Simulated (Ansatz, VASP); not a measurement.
# Ge (Germanium) in two plane-wave programs

Aim: how closely do two programs agree when they are given the same cell, functional and k mesh? The structure shown comes from an earlier run, which isn't shown and may have moved the atoms alone.

Program: Ansatz 0.2.0. Level of theory: plane waves, with VASP 6.6.1 beside it; LDA. Results are calculated unless marked as measured.

## 1. Starting point

Symmetry: Fd-3m, No. 227, cubic system. The conventional cell has a = 5.624 Å, b = 5.624 Å, c = 5.624 Å, α = 90.00°, β = 90.00°, γ = 90.00°. Ge has 4 Ge at 2.44 Å nearest.

## 2. Ansatz: elastic constants, LDA

Ansatz runs on its default PAW (the set named soft_2) files.

Elastic constants are differences of stresses under small strains, so they test the stress and the mesh.

Contents of input.yaml:

```yaml
crystal:
  lattice:
    - [0.0, 2.8117507834, 2.8117507834]
    - [2.8117507834, 0.0, 2.8117507834]
    - [2.8117507834, 2.8117507834, 0.0]
  atoms:
    - { symbol: Ge, position: [0.0, 0.0, 0.0] }
    - { symbol: Ge, position: [0.25, 0.25, 0.25] }
kpoints:
  mp_grid: { grid: [16, 16, 16] }
hamiltonian:
  xc: lda
scf:
  occupations: { method: fermi_dirac, width: 0.15 }
output:
  forces: true
  stress: true
  eigenvalues: true
elastic:
  mode: relaxed_ion
  amplitude: 0.01
```

Command:

```sh
> ansatz run input.yaml --threads 4 --pin off --max-ram 14336MiB --backend cpu --events-out ev --progress --plain --runs-dir out
```

Numbers of over 12 decimals in the logs are rounded to 6 here.

Output:

```text
band count auto-derived: 19 (N_el = 28.0; filled up to band 14; 18 by the electrons, moments and atoms)
Engine: ansatz 0.2.0, x86_64-unknown-linux-gnu
Pseudopotentials: kind: paw
Pseudopotential: Ge, paw, valence charge 14, recommended cutoff 420 eV (normal), Ge.paw.azcp
Functional definition: SPW92
  exchange = slater_x
  correlation = pw_c
Crystal: 2 atoms, lattice volume = 44.459 Å³
Basis set: ecut = 420 eV, 893 PW (Γ)
Bands: 19, of which v1, the nominal top of the filled ones, is band 14 counted from 1 (13 counted from 0)
Symmetry: 48 space group operations
Space group: Fd-3m (ITA 227), of the structure as read, at distance tolerance 3.5e-5 Å
k-points: 145 of 4096
Non-local potential: Ge, projectors of the file, l = 0: 2, l = 1: 2, l = 2: 3, l = 3: 1
PAW form: soft (Blöchl's): semilocal exchange-correlation on the pseudo side does not see the compensation charge
PAW frozen core: Ge, regenerated for the run's functional, and the local potential with it (the file was generated under x = pbe(κ = 0.804, μ = 0.219515), c = pbe(β = 0.066725))
PAW one-centre angular grid: Ge, 590 points (default); XC on 64 Gauss nodes
Initial density: superposition of atomic densities (neutral atoms: chi_scale 0, normalization atom), corrected by the library's trained network
Initial wavefunctions: pseudopotential atomic-orbital guess
Functional: x = slater, c = lda
SCF iter   1: F=—  HF=-8431.444972 eV  |F-HF|=—  |Δ(HF+E_count)|=         —  Δρ=5.03e-3  dr2=4.51e-3  ethr=1.77e-3  ⟨swp⟩=5.3  Hψ=12818  notcnv=0
preconditioner: auto → Kerker (q_TF=auto, 2.526 Å⁻¹)  [metal: Δε(μ)=0.100 eV  Ē_g=24.456 eV  σ=0.150 eV  W_gap=0.16  n_scr=14 (ndim 8)  ℏωp=29.5 eV  f_vac=0.074  D(μ)=0.08/eV (n_scr^D=0)]
SCF iter   2: F=—  HF=-8431.443048 eV  |F-HF|=—  |Δ(HF+E_count)|=   1.92e-3  Δρ=3.13e-3  dr2=1.76e-3  ethr=1.61e-5  ⟨swp⟩=1.0  Hψ=3918  notcnv=0
SCF iter   3: F=—  HF=-8431.443008 eV  |F-HF|=—  |Δ(HF+E_count)|=   3.93e-5  Δρ=7.82e-4  dr2=1.42e-4  ethr=6.30e-6  ⟨swp⟩=2.0  Hψ=4205  notcnv=0
SCF iter   4: F=—  HF=-8431.442895 eV  |F-HF|=—  |Δ(HF+E_count)|=   1.13e-4  Δρ=2.08e-4  dr2=2.48e-5  ethr=5.07e-7  ⟨swp⟩=2.0  Hψ=4789  notcnv=0
SCF iter   5: F=—  HF=-8431.442883 eV  |F-HF|=—  |Δ(HF+E_count)|=   1.24e-5  Δρ=1.19e-4  dr2=8.88e-6  ethr=8.87e-8  ⟨swp⟩=2.0  Hψ=4205  notcnv=0
SCF iter   6: F=—  HF=-8431.442884 eV  |F-HF|=—  |Δ(HF+E_count)|=   9.87e-7  Δρ=4.42e-5  dr2=1.30e-6  ethr=3.17e-8  ⟨swp⟩=1.0  Hψ=2760  notcnv=0
SCF iter   7: F=—  HF=-8431.442885 eV  |F-HF|=—  |Δ(HF+E_count)|=   7.84e-7  Δρ=2.89e-5  dr2=1.88e-7  ethr=4.66e-9  ⟨swp⟩=2.0  Hψ=3330  notcnv=0
SCF iter   8: F=—  HF=-8431.442884 eV  |F-HF|=—  |Δ(HF+E_count)|=   1.79e-7  Δρ=9.41e-6  dr2=1.85e-8  ethr=6.73e-10  ⟨swp⟩=2.0  Hψ=4714  notcnv=0
SCF iter   9: F=—  HF=-8431.442884 eV  |F-HF|=—  |Δ(HF+E_count)|=   1.85e-8  Δρ=1.38e-6  dr2=3.68e-10  ethr=6.61e-11  ⟨swp⟩=2.0  Hψ=4789  notcnv=0
SCF iter  10: F=—  HF=-8431.442884 eV  |F-HF|=—  |Δ(HF+E_count)|=  3.93e-10  Δρ=4.48e-8  dr2=4.57e-13  ethr=1.31e-12  ⟨swp⟩=2.0  Hψ=4760  notcnv=0
SCF iter  11: F=-8431.442884 eV  HF=-8431.442884 eV  |F-HF|=1.82e-12  |Δ(HF+E_count)|=  3.64e-12  Δρ=7.08e-9  dr2=1.47e-14  ethr=1.00e-12  ⟨swp⟩=4.2  Hψ=9527  notcnv=0
SCF 1 converged in 11 iterations: F = -8431.442884 eV  dr2 = 1.47e-14
  greatest PAW one-centre occupation: 0.998 electrons in one spin orbital (limit 2), on the Ge atom at site 1 (counted from 0), in its partial waves of l = 2
Crystal: 2 atoms, lattice volume = 43.570 Å³
Basis set: ecut = 420 eV, 869 PW (Γ)
Symmetry: 16 space group operations
k-points: 349 of 4096
Initial density: handed on by an earlier stage of this run
Initial wavefunctions: those handed on with the density
iter 1 solved again at ethr=2.34e-6 eV; its pass at ethr=3.10e-3 eV (dr2=6.55e-4 eV) is discarded
SCF iter   1: F=—  HF=-8431.436308 eV  |F-HF|=—  |Δ(HF+E_count)|=         —  Δρ=1.22e-3  dr2=6.48e-4  ethr=2.34e-6  ⟨swp⟩=2.0  Hψ=40722  notcnv=0
preconditioner: auto → Kerker (q_TF=auto, 2.534 Å⁻¹)  [metal: Δε(μ)=0.154 eV  Ē_g=24.564 eV  σ=0.150 eV  W_gap=0.24  n_scr=14 (ndim 8)  ℏωp=29.8 eV  f_vac=0.045  D(μ)=0.08/eV (n_scr^D=0)]
SCF iter   2: F=—  HF=-8431.436244 eV  |F-HF|=—  |Δ(HF+E_count)|=   6.40e-5  Δρ=8.05e-4  dr2=3.25e-4  ethr=2.31e-6  ⟨swp⟩=1.0  Hψ=6630  notcnv=0
SCF iter   3: F=—  HF=-8431.436177 eV  |F-HF|=—  |Δ(HF+E_count)|=   6.70e-5  Δρ=1.49e-4  dr2=1.51e-5  ethr=1.16e-6  ⟨swp⟩=1.9  Hψ=7209  notcnv=0
SCF iter   4: F=—  HF=-8431.436179 eV  |F-HF|=—  |Δ(HF+E_count)|=   2.59e-6  Δρ=8.60e-5  dr2=2.05e-6  ethr=5.41e-8  ⟨swp⟩=2.0  Hψ=11519  notcnv=0
SCF iter   5: F=—  HF=-8431.436177 eV  |F-HF|=—  |Δ(HF+E_count)|=   2.77e-6  Δρ=1.76e-5  dr2=9.35e-8  ethr=7.32e-9  ⟨swp⟩=2.0  Hψ=10120  notcnv=0
SCF iter   6: F=—  HF=-8431.436177 eV  |F-HF|=—  |Δ(HF+E_count)|=   7.20e-8  Δρ=4.64e-6  dr2=5.95e-9  ethr=3.34e-10  ⟨swp⟩=2.0  Hψ=8018  notcnv=0
[...]
SCF iter   8: F=—  HF=-8431.438191 eV  |F-HF|=—  |Δ(HF+E_count)|=   5.44e-8  Δρ=2.32e-6  dr2=2.31e-9  ethr=3.90e-10  ⟨swp⟩=2.0  Hψ=13181  notcnv=0
SCF iter   9: F=—  HF=-8431.438191 eV  |F-HF|=—  |Δ(HF+E_count)|=   1.28e-9  Δρ=4.36e-7  dr2=7.31e-11  ethr=8.25e-12  ⟨swp⟩=2.0  Hψ=14422  notcnv=0
SCF iter  10: F=—  HF=-8431.438191 eV  |F-HF|=—  |Δ(HF+E_count)|=  3.82e-11  Δρ=9.97e-8  dr2=4.80e-12  ethr=2.61e-13 (applied; sched 1.00e-12)  ⟨swp⟩=2.4  Hψ=20804  notcnv=0
SCF iter  11: F=—  HF=-8431.438191 eV  |F-HF|=—  |Δ(HF+E_count)|=  1.82e-12  Δρ=2.75e-8  dr2=5.20e-13  ethr=1.71e-14 (applied; sched 1.00e-12)  ⟨swp⟩=2.9  Hψ=20730  notcnv=0
SCF iter  12: F=-8431.438191 eV  HF=-8431.438191 eV  |F-HF|=0.00e0  |Δ(HF+E_count)|=  1.82e-12  Δρ=9.12e-9  dr2=5.67e-14  ethr=1.00e-12  ⟨swp⟩=4.0  Hψ=34244  notcnv=0
SCF 17 converged in 12 iterations: F = -8431.438191 eV  dr2 = 5.67e-14
relax step   1: F+E_penalty+E_count = -8431.43819124 eV  Δ(F+E_penalty+E_count) = +0.000e0 eV  max|allowed force component| = 1.751e-1 eV/Å  Δτ_max = 0.0000 Å  (12 SCF iters, accepted)
[...]
relax step   2: F+E_penalty+E_count = -8431.43957877 eV  Δ(F+E_penalty+E_count) = -1.388e-3 eV  max|allowed force component| = 2.154e-4 eV/Å  Δτ_max = 0.0079 Å  (10 SCF iters, accepted)
[...]
relax step   3: F+E_penalty+E_count = -8431.43957877 eV  Δ(F+E_penalty+E_count) = -2.103e-9 eV  max|allowed force component| = 2.797e-7 eV/Å  Δτ_max = 0.0000 Å  (5 SCF iters, accepted)
iter 1 solved again at ethr=1.00e-12 eV; its pass at ethr=3.10e-3 eV (dr2=8.83e-15 eV) is discarded
SCF iter   1: F=—  HF=-8431.439579 eV  |F-HF|=—  |Δ(HF+E_count)|=         —  Δρ=3.40e-9  dr2=6.91e-15  ethr=1.00e-12  ⟨swp⟩=1.4  Hψ=53600  notcnv=0
SCF iter   2: F=-8431.439579 eV  HF=-8431.439579 eV  |F-HF|=3.64e-12  |Δ(HF+E_count)|=  3.64e-12  Δρ=2.19e-9  dr2=3.64e-15  ethr=1.00e-12  ⟨swp⟩=4.0  Hψ=39194  notcnv=0
SCF 20 converged in 2 iterations: F = -8431.439579 eV  dr2 = 3.64e-15
SCF converged after 11 iterations
Free energy (F): -8431.442884 eV
Harris-Foulkes:  -8431.442884 eV  (|F-HF|=1.82e-12)
Internal energy: -8431.435457 eV  (E = F + TS)
E sigma→0 (E₀):  -8431.439171 eV
Entropy (-TS):   -0.007428 eV (-3.714 meV/atom)
Fermi energy:    8.574058 eV
--- Per-component energies (eV) ---
  E_band       = -304.036207
  E_kinetic    = 224.546787
  E_local      = -4925.202329  (includes V_loc(G=0)·N_el)
  E_nonlocal   = 843.375611
  E_hartree    = 2159.110479
  E_xc         = -150.865323
  E_vxc        = -130.845302  (∫ρ·V_xc dr)
  E_paw        = -3882.684516  (= ΣΔE_a)
  E_vpaw       = -634.132543  (= ΣTr[D̂ρ^β])
  E_aug_tail   = 0.000612  (compensation charges beyond the density's cutoff)
  E_ewald      = -2703.533432
  E_core_change = 3.816652  (= ΣΔE_core)
  E_smearing   = -0.007428  (= −TS)
  E_closure    = 0.000000  (closes the sum)
  Σ components = -8431.442884   (vs F -8431.442884, Δ=0.00e0)
--- Forces (eV/Å), atoms counted from 1 ---
  atom   1  Ge     0.00000000     0.00000000    -0.00000000
  atom   2  Ge    -0.00000000     0.00000000    -0.00000000
  max |Σ_I F_I| component: 6.94e-18 eV/Å
--- Stress (GPa, compression-positive) ---
       -0.000213       0.000000      -0.000000
        0.000000      -0.000213      -0.000000
        0.000000       0.000000      -0.000213
  P = ⅓ Tr σ = -0.0002 GPa (-0.002 kbar)
--- Band table (eV; the first three rows and the last of 145) ---
  k-point 0: bands = [... 10 lower, -4.4560, 8.4775, 8.5011, 8.5011, 8.5011, 11.0379, 11.0379, 11.0379, ... 1 higher]
  k-point 1: bands = [... 10 lower, -4.4075, 7.3359, 8.4001, 8.4001, 9.3043, 11.1716, 11.1716, 11.2427, ... 1 higher]
  k-point 2: bands = [... 10 lower, -4.2627, 6.0964, 8.1577, 8.1577, 9.4954, 11.4944, 11.4944, 11.9697, ... 1 higher]
  k-point 144: bands = [... 10 lower, -0.4064, -0.4064, 4.4991, 4.4991, 12.8145, 12.8145, 13.1640, 13.1640, ... 1 higher]
--- Elastic constants: 2 strain directions × 4 members + reference (group order 48) ---
  dense FFT box of the reference and of every strained cell: 27×27×27
  strains applied: 11, 23; error gains: componentwise 1.00 (the most a stress slope's error grows in a printed constant), spectral 1.73 (1 for all six strains in a standard setting)
  C = ∂σ_k/∂η_j (tension-positive GPa; Voigt order 11 22 33 23 13 12):
       118.931     47.101     47.101     -0.000      0.000     -0.000
        47.101    118.931     47.101     -0.000     -0.000      0.000
        47.101     47.101    118.931      0.000     -0.000     -0.000
         0.000     -0.000     -0.000     59.619     -0.000     -0.000
         0.000     -0.000     -0.000      0.000     59.619     -0.000
        -0.000      0.000      0.000     -0.000     -0.000     59.619
  reference stress σ⁰ (GPa):      0.000      0.000      0.000      0.000      0.000     -0.000
  C* (energy form; C + prestress term) asymmetry max|C*_kj − C*_jk| = 4.053e-16 GPa — a small one proves nothing (zero by symmetry where the batch's group is 432, −43m or m−3m); a large one is finite-difference/SCF noise where every solve meets its electron count
  moduli (Voigt/Reuss/Hill, GPa): K = 71.04/71.04/71.04   G = 50.14/47.17/48.65   E = 118.83   ν = 0.221
  mechanically stable: yes (min eigenvalue of sym C = 59.62 GPa)
  strain η (Voigt 11):  stress-route row diagonal C_11 = 118.93 GPa, energy-path curvature d²(F+E_count+ΔE)/dδ²/Ω₀ = 118.92 GPa
    cells at ±δ against ±2δ: C11 118.87 and 118.68 GPa, apart by 0.16 % of the column's largest entry
         δ    σ_11 (GPa)             F (eV)   n_scf  n_hpsi   n_pw
    -2.000e-2      -2.4368       -8431.4361768      10  142597    881   relax 0 steps, max|allowed force component| 7.98e-17 eV/Å
    -1.000e-2      -1.2045       -8431.4412195       6  117427    887   relax 0 steps, max|allowed force component| 5.55e-17 eV/Å
     1.000e-2       1.1729       -8431.4412484       6  105456    899   relax 0 steps, max|allowed force component| 5.55e-17 eV/Å
     2.000e-2       2.3103       -8431.4364035       9  133114    909   relax 0 steps, max|allowed force component| 5.20e-17 eV/Å
  strain η (Voigt 23):  stress-route row diagonal C_44 = 59.62 GPa, energy-path curvature d²(F+E_count+ΔE)/dδ²/Ω₀ = 59.62 GPa
    cells at ±δ against ±2δ: C44 59.59 and 59.51 GPa, apart by 0.14 % of the column's largest entry
         δ    σ_23 (GPa)             F (eV)   n_scf  n_hpsi   n_pw
    -2.000e-2      -1.1902       -8431.4395788       2  101205    896   relax 3 steps, max|allowed force component| 2.68e-5 eV/Å
    -1.000e-2      -0.5959       -8431.4420576       2  102274    895   relax 3 steps, max|allowed force component| 7.39e-8 eV/Å
     1.000e-2       0.5959       -8431.4420576       2  100250    895   relax 2 steps, max|allowed force component| 3.15e-5 eV/Å
     2.000e-2       1.1902       -8431.4395788       2  101472    896   relax 3 steps, max|allowed force component| 2.80e-7 eV/Å
```

[end of part 1 of 2]

[Lines on the potential files, build, host, timing and source positions are cut from VASP's logs without a mark.]

[Logs are printed without paths, hosts, clocks, repeated set-up lines and the standing remarks that a program may print on its own settings, such as how far it seeks lower states.]

[Hosts, paths, dates, database ids (printed as entryN), source tags and the programs' standing remarks are cut or masked in the printed files.]
